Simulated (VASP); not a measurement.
OSZICAR of a VASP run on CsSnI$_{3}$ (space group Pm-3m):

### OSZICAR
```
       N       E                     dE             d eps       ncg     rms          rms(c)
DAV:   1     0.146205433019E+03    0.14621E+03   -0.16423E+04   520   0.130E+03
DAV:   2    -0.156943688010E+03   -0.30315E+03   -0.29685E+03   624   0.288E+02
DAV:   3    -0.194780217681E+03   -0.37837E+02   -0.37680E+02   634   0.117E+02
DAV:   4    -0.196195252039E+03   -0.14150E+01   -0.14115E+01   656   0.272E+01
DAV:   5    -0.196235860756E+03   -0.40609E-01   -0.40571E-01   804   0.430E+00    0.348E+00
DAV:   6    -0.192206811954E+03    0.40290E+01   -0.11316E+00   628   0.116E+01    0.321E+00
DAV:   7    -0.187706252651E+03    0.45006E+01   -0.11075E+00   590   0.571E+00    0.113E+00
DAV:   8    -0.188289351061E+03   -0.58310E+00   -0.39432E-01   636   0.395E+00    0.672E-01
DAV:   9    -0.188601188429E+03   -0.31184E+00   -0.22629E-01   554   0.364E+00    0.706E-01
DAV:  10    -0.188747368324E+03   -0.14618E+00   -0.31935E-01   522   0.539E+00    0.545E-01
DAV:  11    -0.188437433039E+03    0.30994E+00   -0.25331E-01   524   0.481E+00    0.177E-01
DAV:  12    -0.188619668578E+03   -0.18224E+00   -0.10334E-01   522   0.292E+00    0.213E-01
DAV:  13    -0.188619072322E+03    0.59626E-03   -0.30127E-03   624   0.396E-01    0.156E-01
DAV:  14    -0.188627249426E+03   -0.81771E-02   -0.44140E-03   532   0.638E-01    0.123E-01
DAV:  15    -0.188629029663E+03   -0.17802E-02   -0.26594E-03   544   0.437E-01    0.116E-01
DAV:  16    -0.188628513760E+03    0.51590E-03   -0.29036E-03   530   0.500E-01    0.122E-01
DAV:  17    -0.188629065810E+03   -0.55205E-03   -0.35572E-03   528   0.540E-01    0.811E-02
DAV:  18    -0.188629118683E+03   -0.52873E-04   -0.90772E-04   532   0.258E-01    0.498E-02
DAV:  19    -0.188629120080E+03   -0.13979E-05   -0.88455E-05   560   0.879E-02    0.375E-02
DAV:  20    -0.188629154262E+03   -0.34182E-04   -0.15033E-05   622   0.324E-02    0.260E-02
DAV:  21    -0.188629188486E+03   -0.34224E-04   -0.30351E-05   532   0.494E-02    0.193E-02
DAV:  22    -0.188629191637E+03   -0.31511E-05   -0.88718E-06   536   0.286E-02    0.136E-02
DAV:  23    -0.188629202551E+03   -0.10914E-04   -0.37322E-06   450   0.164E-02    0.685E-03
DAV:  24    -0.188629206888E+03   -0.43370E-05   -0.11236E-06   408   0.999E-03    0.405E-03
DAV:  25    -0.188629207980E+03   -0.10925E-05   -0.34903E-07   294   0.509E-03    0.286E-03
DAV:  26    -0.188629210054E+03   -0.20739E-05   -0.34228E-07   284   0.466E-03    0.629E-04
DAV:  27    -0.188629210951E+03   -0.89684E-06   -0.92541E-08   272   0.258E-03
   1 F= -.18862921E+03 E0= -.18862910E+03  d E =-.188629E+03
       N       E                     dE             d eps       ncg     rms          rms(c)
DAV:   1    -0.189200801407E+03   -0.57159E+00   -0.15860E+01   620   0.386E+01    0.436E+00
DAV:   2    -0.188812286190E+03    0.38852E+00   -0.88141E-01   576   0.904E+00    0.194E+00
DAV:   3    -0.188642125025E+03    0.17016E+00   -0.46875E-01   610   0.592E+00    0.679E-01
DAV:   4    -0.188668307932E+03   -0.26183E-01   -0.98166E-02   520   0.253E+00    0.435E-01
DAV:   5    -0.188632274103E+03    0.36034E-01   -0.84615E-02   520   0.252E+00    0.194E-01
DAV:   6    -0.188676431592E+03   -0.44157E-01   -0.41331E-02   520   0.170E+00    0.102E-01
DAV:   7    -0.188676822709E+03   -0.39112E-03   -0.23945E-03   532   0.383E-01    0.511E-02
DAV:   8    -0.188676086146E+03    0.73656E-03   -0.11481E-03   522   0.340E-01    0.237E-02
DAV:   9    -0.188677133880E+03   -0.10477E-02   -0.17864E-03   520   0.428E-01    0.837E-03
DAV:  10    -0.188677110418E+03    0.23462E-04   -0.55246E-04   520   0.230E-01    0.431E-03
DAV:  11    -0.188677111172E+03   -0.75472E-06   -0.16518E-05   578   0.366E-02    0.297E-03
DAV:  12    -0.188677122778E+03   -0.11605E-04   -0.53382E-06   560   0.231E-02    0.249E-03
DAV:  13    -0.188677129301E+03   -0.65233E-05   -0.47454E-06   456   0.186E-02    0.713E-04
DAV:  14    -0.188677130498E+03   -0.11970E-05   -0.49383E-07   312   0.738E-03    0.590E-04
DAV:  15    -0.188677130869E+03   -0.37088E-06   -0.30672E-08   272   0.175E-03
   2 F= -.18867713E+03 E0= -.18867713E+03  d E =-.479199E-01
       N       E                     dE             d eps       ncg     rms          rms(c)
DAV:   1    -0.188709494454E+03   -0.32364E-01   -0.87320E-01   606   0.861E+00    0.105E+00
DAV:   2    -0.188685374083E+03    0.24120E-01   -0.49864E-02   576   0.214E+00    0.461E-01
DAV:   3    -0.188676175133E+03    0.91989E-02   -0.26371E-02   616   0.140E+00    0.173E-01
DAV:   4    -0.188677356972E+03   -0.11818E-02   -0.56895E-03   520   0.633E-01    0.992E-02
DAV:   5    -0.188676446032E+03    0.91094E-03   -0.44347E-03   520   0.589E-01    0.469E-02
DAV:   6    -0.188677916052E+03   -0.14700E-02   -0.16501E-03   520   0.345E-01    0.248E-02
DAV:   7    -0.188677953882E+03   -0.37830E-04   -0.13141E-04   528   0.928E-02    0.103E-02
DAV:   8    -0.188677967044E+03   -0.13162E-04   -0.94364E-05   522   0.904E-02    0.612E-03
DAV:   9    -0.188677979228E+03   -0.12184E-04   -0.56322E-05   524   0.695E-02    0.285E-03
DAV:  10    -0.188677988574E+03   -0.93462E-05   -0.72683E-06   552   0.211E-02    0.920E-04
DAV:  11    -0.188677990127E+03   -0.15534E-05   -0.43020E-07   328   0.596E-03    0.595E-04
DAV:  12    -0.188677992033E+03   -0.19051E-05   -0.55632E-07   308   0.683E-03    0.188E-04
DAV:  13    -0.188677992635E+03   -0.60283E-06   -0.25246E-07   306   0.440E-03
   3 F= -.18867799E+03 E0= -.18867799E+03  d E =-.487817E-01
```

Task: Which electronic solver shows in the log?

Result: It is blocked Davidson (ALGO = Normal, or the opening steps of other solvers). The INCAR had ALGO = Normal.

Task: Can the final energy be trusted as converged?

Result: The calculation finished and met its thresholds. It stopped with EDIFF = 1E-6, NELM = 100, NSW = 60 and EDIFFG = -0.02 after 3 ionic steps (SCAN meta-GGA, plane waves, VASP's PBE PAW potentials (set 64)). Energy and stress use the plane-wave basis of the starting cell.

The structure comes from a measured CsSnI3 entry (Pm-3m) of the Crystallography Open Database, whose conditions weren't checked. This run relaxes it. Symmetry was kept, so distortions that lower it aren't found. The start is the result of an earlier pass.
